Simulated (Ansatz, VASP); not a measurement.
# Cross-check of TiSO5 (TiSO5 (C2/c)) between VASP and Ansatz, part 2 of 3

One calculation is typed for both programs; each brings its own data sets. How far apart do they land? Of the first pair: The structure shown is the start of the Ansatz relaxation below; VASP solves that cell, so the two are compared at the walk's first step.

VASP 6.6.1 and Ansatz 0.2.0.

So far: Set-up; Ansatz: relaxation, PBEsol.

### 3. VASP: single point, PBEsol, start cell, pair 1

Level of this step: PBEsol, no spin polarisation; plane waves and PAW (Ti_sv, S, O) (VASP).

The same cell, functional, mesh and smearing now go to VASP, with its own data sets.

Lines of VASP's logs that name or quote its potential files are left out, and so is its time.

INCAR reads:

```
SYSTEM = TiSO5
PREC = Accurate
ENCUT = 520
EDIFF = 1E-06
NELM = 120
ISMEAR = -1
SIGMA = 0.01
LREAL = .FALSE.
ALGO = Normal
GGA = PS
NBANDS = 116
LASPH = .TRUE.
LORBIT = 11
LWAVE = .FALSE.
LCHARG = .FALSE.
ISIF = 2
GGA_COMPAT = .FALSE.
EFERMI = MIDGAP
KPAR = 4
```

POSCAR reads:

```
TiSO5
1.0
    2.5653610000     -6.8790890000      0.0000000000
    2.5653610000      6.8790890000      0.0000000000
   -0.0507560000      0.0000000000      9.4624550000
Ti S O
4 4 20
Direct
    0.5875426238      0.4124573767      0.2500000264
    0.4124573763      0.5875426242      0.7500000264
    0.5000000000      0.0000000005      0.5000000264
    0.0000000000      0.5000000005      0.0000000264
    0.1406214389      0.3565266268      0.4319146300
    0.6434733737      0.8593785616      0.0680854228
    0.8593785611      0.6434733742      0.5680854228
    0.3565266263      0.1406214394      0.9319146300
    0.8589217952      0.1620971144      0.0858241598
    0.8379028861      0.1410782053      0.4141758930
    0.1410782048      0.8379028866      0.9141758930
    0.1620971139      0.8589217957      0.5858241598
    0.7954603635      0.6572595063      0.4231991856
    0.3427404942      0.2045396370      0.0768008672
    0.2045396365      0.3427404947      0.5768008672
    0.6572595058      0.7954603640      0.9231991856
    0.2447478632      0.3079194552      0.3286741390
    0.6920805453      0.7552521373      0.1713259138
    0.7552521368      0.6920805458      0.6713259138
    0.3079194547      0.2447478637      0.8286741390
    0.8733234601      0.5322426867      0.1570174178
    0.4677573138      0.1266765404      0.3429826350
    0.1266765399      0.4677573143      0.8429826350
    0.5322426862      0.8733234606      0.6570174178
    0.2613939276      0.6314939514      0.4084195380
    0.3685060491      0.7386060729      0.0915805147
    0.7386060725      0.3685060495      0.5915805148
    0.6314939510      0.2613939280      0.9084195380
```

KPOINTS reads:

```
Automatic mesh
0
Gamma
6 6 3
0 0 0
```

The projector-augmented-wave data sets are Ti_sv, S and O (PBE family, release 64).

The run is started by

```
> mpirun -np 4 vasp_std
```

Numbers of over 12 decimals in the logs are rounded to 6 here.

Output:

```text
[banner, memory and clock lines left out]
running    4 mpi-ranks, on    1 nodes
 distrk:  each k-point on    1 cores,    4 groups
 distr:  one band on    1 cores,    1 groups

 POSCAR found type information on POSCAR TiS O
 POSCAR found :  3 types and      28 ions
|                                                                             |
|               ----> ADVICE to this user running VASP <----                  |
|                                                                             |
|     You have a (more or less) 'large supercell' and for larger cells it     |
|     might be more efficient to use real-space projection operators.         |
|     Therefore, try LREAL= Auto in the INCAR file.                           |
|     Mind: For very accurate calculation, you might also keep the            |
|     reciprocal projection scheme (i.e. LREAL=.FALSE.).                      |
|                                                                             |

|                                                                             |
|               ----> ADVICE to this user running VASP <----                  |
|                                                                             |
|     You enforced a specific xc type in the INCAR file but a different       |
|     [... a line on the potential file left out ...]
|     I HOPE YOU KNOW WHAT YOU ARE DOING!                                     |
|                                                                             |

 LDA part: xc-table for (Slater+PW92), standard interpolation
 POSCAR, INCAR and KPOINTS ok, starting setup
 FFT: planning ... GRIDC
 FFT: planning ... GRID_SOFT
 FFT: planning ... GRID
 WAVECAR not read
 entering main loop
       N       E                     dE             d eps       ncg     rms          rms(c)
DAV:   1     0.246246471134E+04    0.24625E+04   -0.99116E+04  8024   0.175E+03
DAV:   2     0.154951701927E+03   -0.23075E+04   -0.21648E+04  8748   0.500E+02
DAV:   3    -0.232328328475E+03   -0.38728E+03   -0.37901E+03  8984   0.212E+02
DAV:   4    -0.259759610636E+03   -0.27431E+02   -0.27352E+02 11872   0.558E+01
DAV:   5    -0.261621959442E+03   -0.18623E+01   -0.18615E+01 11888   0.110E+01    0.100E+02
DAV:   6    -0.214931979684E+03    0.46690E+02   -0.21802E+02 11716   0.717E+01    0.550E+01
DAV:   7    -0.218727043490E+03   -0.37951E+01   -0.56120E+01 11544   0.384E+01    0.246E+01
DAV:   8    -0.214231929296E+03    0.44951E+01   -0.94849E+00 11400   0.211E+01    0.423E+00
DAV:   9    -0.214339938991E+03   -0.10801E+00   -0.22988E+00 11428   0.573E+00    0.275E+00
DAV:  10    -0.214339935417E+03    0.35741E-05   -0.11108E-01 10256   0.162E+00    0.173E+00
DAV:  11    -0.214352949009E+03   -0.13014E-01   -0.87748E-02 10144   0.130E+00    0.517E-01
DAV:  12    -0.214350728626E+03    0.22204E-02   -0.12602E-02 10856   0.723E-01    0.281E-01
DAV:  13    -0.214349957945E+03    0.77068E-03   -0.51996E-03 10808   0.358E-01    0.118E-01
DAV:  14    -0.214349926959E+03    0.30985E-04   -0.69513E-04 10192   0.122E-01    0.600E-02
DAV:  15    -0.214349950425E+03   -0.23465E-04   -0.11570E-04 10568   0.421E-02    0.374E-02
DAV:  16    -0.214349961267E+03   -0.10842E-04   -0.42902E-05 10544   0.283E-02    0.154E-02
DAV:  17    -0.214349963990E+03   -0.27235E-05   -0.62580E-06  8016   0.136E-02    0.588E-03
DAV:  18    -0.214349965080E+03   -0.10896E-05   -0.29166E-06  6040   0.653E-03    0.353E-03
DAV:  19    -0.214349965161E+03   -0.81451E-07   -0.56228E-07  4352   0.345E-03
   1 F= -.21434997E+03 E0= -.21434997E+03  d E =0.000000E+00
```

OUTCAR, selected parts (step 3):

```text
ion  position               nearest neighbor table
   1  0.588  0.412  0.250-  22 1.78  21 1.78  13 2.02  14 2.02  18 2.14  17 2.14
   2  0.412  0.588  0.750-  23 1.78  24 1.78  16 2.02  15 2.02  20 2.14  19 2.14
   3  0.500  0.000  0.500-  24 1.86  22 1.86  27 1.99  25 1.99  12 2.00  10 2.00
   4  0.000  0.500  0.000-  21 1.86  23 1.86  28 1.99  26 1.99  11 2.00   9 2.00
   5  0.141  0.357  0.432-  17 1.44  10 1.47  15 1.48  25 1.49
   6  0.643  0.859  0.068-  18 1.44   9 1.47  16 1.48  26 1.49
   7  0.859  0.643  0.568-  19 1.44  12 1.47  13 1.48  27 1.49
   8  0.357  0.141  0.932-  20 1.44  11 1.47  14 1.48  28 1.49
   9  0.859  0.162  0.086-   6 1.47   4 2.00
  10  0.838  0.141  0.414-   5 1.47   3 2.00
  11  0.141  0.838  0.914-   8 1.47   4 2.00
  12  0.162  0.859  0.586-   7 1.47   3 2.00
  13  0.795  0.657  0.423-   7 1.48   1 2.02
  14  0.343  0.205  0.077-   8 1.48   1 2.02
  15  0.205  0.343  0.577-   5 1.48   2 2.02
  16  0.657  0.795  0.923-   6 1.48   2 2.02
  17  0.245  0.308  0.329-   5 1.44   1 2.14
  18  0.692  0.755  0.171-   6 1.44   1 2.14
  19  0.755  0.692  0.671-   7 1.44   2 2.14
  20  0.308  0.245  0.829-   8 1.44   2 2.14
  21  0.873  0.532  0.157-   1 1.78   4 1.86
  22  0.468  0.127  0.343-   1 1.78   3 1.86
  23  0.127  0.468  0.843-   2 1.78   4 1.86
  24  0.532  0.873  0.657-   2 1.78   3 1.86
  25  0.261  0.631  0.408-   5 1.49   3 1.99
  26  0.369  0.739  0.092-   6 1.49   4 1.99
  27  0.739  0.369  0.592-   7 1.49   3 1.99
  28  0.631  0.261  0.908-   8 1.49   4 1.99

  LATTYP: Found a base centered monoclinic cell.
 ALAT       =     5.1307220000
 B/A-ratio  =     2.6815286426
 C/A-ratio  =     1.8443001053
 COS(beta)  =    -0.0053638585

 Subroutine GETGRP returns: Found  4 space group operations
 (whereof  2 operations were pure point group operations)

The static configuration has the point symmetry S_2 .
 The point group associated with its full space group is C_2h.

 Found     34 irreducible k-points:

   k-points           NKPTS =     34   k-points in BZ     NKDIM =     34   number of bands    NBANDS=    116

   dimension x,y,z NGX =    56 NGY =   56 NGZ =   70
   dimension x,y,z NGXF=   112 NGYF=  112 NGZF=  140

   ENCUT  =  520.0 eV  38.22 Ry    6.18 a.u.  13.65 13.65 17.59*2*pi/ulx,y,z

   NELECT =     192.0000    total number of electrons

 k-points in reciprocal lattice and weights: Automatic mesh
   0.00000000  0.00000000  0.00000000       0.009
   0.16666667 -0.00000000  0.00000000       0.037
   0.33333333  0.00000000  0.00000000       0.037
   0.50000000  0.00000000  0.00000000       0.019
   0.16666667  0.16666667  0.00000000       0.019
   0.33333333  0.16666667  0.00000000       0.037
   0.50000000  0.16666667  0.00000000       0.037
  -0.33333333  0.16666667 -0.00000000       0.037
  -0.16666667  0.16666667  0.00000000       0.019
[...]
-0.16666667 -0.33333333  0.33333333       0.037
  -0.16666667 -0.16666667  0.33333333       0.019

 average (electrostatic) potential at core
       1 -78.3404       2 -78.3404       3 -78.8596       4 -78.8596       5 -93.0905
       6 -93.0905       7 -93.0905       8 -93.0905       9 -72.7560      10 -72.7560
      11 -72.7560      12 -72.7560      13 -72.7262      14 -72.7263      15 -72.7263
      16 -72.7262      17 -72.5009      18 -72.5009      19 -72.5009      20 -72.5009
      21 -71.6255      22 -71.6255      23 -71.6255      24 -71.6255      25 -72.8261
      26 -72.8262      27 -72.8262      28 -72.8261

 E-fermi :   2.9474

 k-point     1 :       0.0000    0.0000    0.0000
  band No.  band energies     occupation
    ...
     92       1.1681      2.00000
     93       1.1885      2.00000
     94       1.2920      2.00000
     95       1.3834      2.00000
     96       1.5098      2.00000
     97       4.3263      0.00000
     98       4.3304      0.00000
     99       4.5256      0.00000
    100       4.6584      0.00000
    101       4.6749      0.00000
    ...

 k-point     2 :       0.1667   -0.0000    0.0000
  band No.  band energies     occupation
    ...
     92       1.1514      2.00000
     93       1.2083      2.00000
     94       1.2534      2.00000
     95       1.4107      2.00000
     96       1.4843      2.00000
     97       4.4433      0.00000
     98       4.4494      0.00000
     99       4.5709      0.00000
    100       4.6619      0.00000
    101       4.7033      0.00000
    ...

 k-point     3 :       0.3333    0.0000    0.0000
  band No.  band energies     occupation
    ...
     92       1.1380      2.00000
     93       1.1596      2.00000
     94       1.2169      2.00000
     95       1.3974      2.00000
     96       1.4717      2.00000
     97       4.5794      0.00000
     98       4.6211      0.00000
     99       4.6673      0.00000
    100       4.7101      0.00000
    101       4.7735      0.00000
    ...

  Total        2.9258981      3.4461807      3.3911851      0.0000000      0.0000000     -0.1262477
  in kB       14.0364260     16.5323804     16.2685497      0.0000000      0.0000000     -0.6056490
  external PRESSURE =      15.6124520 kB  Pullay stress =       0.0000000 kB

  energy-cutoff  :      520.00
  volume of cell :      333.97
      direct lattice vectors                 reciprocal lattice vectors
     2.565361000 -6.879089000  0.000000000     0.194904343 -0.072684043  0.001045454
     2.565361000  6.879089000  0.000000000     0.194904343  0.072684043  0.001045454
    -0.050756000  0.000000000  9.462455000     0.000000000  0.000000000  0.105680820

 POSITION                                       TOTAL-FORCE (eV/Angst)
 -----------------------------------------------------------------------------------
      2.55267     -1.20443      2.36561        -0.000000     -0.097846      0.000000
      2.52729      1.20443      7.09684        -0.000000      0.097846      0.000000
      1.25730     -3.43954      4.73123        -0.000000      0.000000      0.000000
      1.28268      3.43954      0.00000        -0.000000      0.000000      0.000000
      1.25344      1.48523      4.08697         0.070254      0.062906      0.121000
      3.85190      1.48523      0.64426        -0.070254      0.062906     -0.121000
      3.82652     -1.48523      5.37548        -0.070254     -0.062906     -0.121000
      1.22806     -1.48523      8.81820         0.070254     -0.062906      0.121000
      2.61493     -4.79352      0.81211         0.515416      0.275264      0.026178
      2.49042     -4.79352      3.91912        -0.515416      0.275264     -0.026178
      2.46504      4.79352      8.65035        -0.515416     -0.275264     -0.026178
      2.58955      4.79352      5.54333         0.515416     -0.275264      0.026178
      3.70527     -0.95070      4.00450        -0.127064      0.154127     -0.570900
      1.40007     -0.95070      0.72672         0.127064      0.154127      0.570900
      1.37469      0.95070      5.45795         0.127064     -0.154127      0.570900
      3.67989      0.95070      8.73573        -0.127064     -0.154127     -0.570900
      1.40111      0.43456      3.11006         0.100458     -0.463535     -0.430105
      3.70423      0.43456      1.62116        -0.100458     -0.463535      0.430105
      3.67886     -0.43456      6.35239        -0.100458      0.463535      0.430105
      1.37573     -0.43456      7.84129         0.100458      0.463535     -0.430105
      3.59781     -2.34632      1.48577        -0.133400      0.057561     -0.014318
      1.50753     -2.34632      3.24546         0.133400      0.057561      0.014318
      1.48215      2.34633      7.97669         0.133400     -0.057561      0.014318
      3.57244      2.34633      6.21700        -0.133400     -0.057561     -0.014318
      2.26985      2.54595      3.86465         0.440104      0.403170     -0.005596
      2.83549      2.54595      0.86658        -0.440104      0.403170      0.005596
      2.81012     -2.54595      5.59780        -0.440104     -0.403170      0.005596
      2.24447     -2.54595      8.59588         0.440104     -0.403170     -0.005596
 -----------------------------------------------------------------------------------
    total drift:                               -0.000045     -0.000059     -0.004112

  FREE ENERGIE OF THE ION-ELECTRON SYSTEM (eV)
  ---------------------------------------------------
  free  energy   TOTEN  =      -214.3499651613 eV

  energy  without entropy=     -214.3499651613  energy(sigma->0) =     -214.34996516

 total charge
# of ion       s       p       d       tot
------------------------------------------
    1        2.221   6.279   1.822  10.322
    2        2.221   6.279   1.822  10.322
    3        2.211   6.298   1.715  10.223
    4        2.211   6.298   1.715  10.223
    5        1.221   2.307   0.000   3.528
    6        1.221   2.307   0.000   3.528
    7        1.221   2.307   0.000   3.528
    8        1.221   2.307   0.000   3.528
    9        1.573   3.614   0.000   5.187
   10        1.573   3.614   0.000   5.187
   11        1.573   3.614   0.000   5.187
   12        1.573   3.614   0.000   5.187
   13        1.573   3.600   0.000   5.173
   14        1.573   3.600   0.000   5.173
   15        1.573   3.600   0.000   5.173
   16        1.573   3.600   0.000   5.173
   17        1.576   3.619   0.000   5.195
   18        1.576   3.619   0.000   5.195
   19        1.576   3.619   0.000   5.195
   20        1.576   3.619   0.000   5.195
   21        1.582   3.442   0.000   5.024
   22        1.582   3.442   0.000   5.024
   23        1.582   3.442   0.000   5.024
   24        1.582   3.442   0.000   5.024
   25        1.573   3.595   0.000   5.168
   26        1.573   3.595   0.000   5.168
   27        1.573   3.595   0.000   5.168
   28        1.573   3.595   0.000   5.168
--------------------------------------------------
tot         45.251 105.861   7.073 158.185

[... 3 further parts left out ...]
```

The run ends at a pressure of 1.56 GPa, with forces up to 0.64 eV/Å.

### 4. Differences

Known differences besides the potentials themselves: the cutoff is 420 eV in Ansatz and 520 eV in VASP; Ansatz makes its cores anew for this functional, VASP keeps those of its PBE data sets. Total energies have different zeros and are not compared.

Forces on 7 of the 28 atoms, those with the largest forces and the largest differences (eV/Å; atoms numbered as in POSCAR):

```
atom          Ansatz x, y, z            VASP x, y, z
 O10   -0.716, 0.359, -0.056   -0.515, 0.275, -0.026
 O11  -0.716, -0.359, -0.056  -0.515, -0.275, -0.026
 O12    0.716, -0.359, 0.056    0.515, -0.275, 0.026
 O17   0.119, -0.656, -0.616   0.100, -0.464, -0.430
 O18   -0.119, -0.656, 0.616   -0.100, -0.464, 0.430
 O19    -0.119, 0.656, 0.616    -0.100, 0.464, 0.430
 O20    0.119, 0.656, -0.616    0.100, 0.464, -0.430
```

The forces differ by 101 meV/Å r.m.s., which is 37.6 % of the r.m.s. force of 0.269 eV/Å (both taken over all components).

### 5. Ansatz: relaxation, PBEsol

This run makes the geometry at which the two programs are then compared. The cell compared in this pair holds 339.99 Å³, against 333.97 Å³ for the pair before.

The structure compared here is the end of the Ansatz relaxation.

This is the run of step 2 again, met here at its other cell.

(Part 2 of 3 ends here.)

[Lines on the potential files, build, host, timing and source positions are cut from VASP's logs without a mark.]

[Logs are printed without paths, hosts, clocks, repeated set-up lines and the standing remarks that a program may print on its own settings, such as how far it seeks lower states.]

[Hosts, paths, dates, database ids (printed as entryN), source tags and the programs' standing remarks are cut or masked in the printed files.]
